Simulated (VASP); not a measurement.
```
CELL_PARAMETERS angstrom
      1.79404    -3.10737     0.00000
      1.79404     3.10737     0.00000
      0.00000     0.00000     5.61741
ATOMIC_POSITIONS crystal
  Gd 0.33333 0.66667 0.25000
  Gd 0.66667 0.33333 0.75000
```

All values below come from MS2 meta-GGA, VASP's PBE PAW potentials (set 64) (plane waves; VASP). Run with 520 eV cut-off, 13×13×7 Γ-centred mesh, tetrahedra with Blöchl corrections, potentials Gd_3.

The 4f electrons are frozen in the core of the lanthanide potential, so 4f levels, which can set the real gap, and their magnetism are missing.

Problem. Predict the energy per atom (σ→0), band gap (over mesh and band path) with the smallest direct gap where there is one.

Solution. 
The band gap (over mesh and band path) is none (metal, semimetal or under 0.01 eV) and the energy per atom (σ→0) is 7.781 eV/atom.

Only differences to runs with the same potentials and settings are physical.

The compound is Gd in the hcp structure. It was relaxed first, which changed the volume by -5 %.
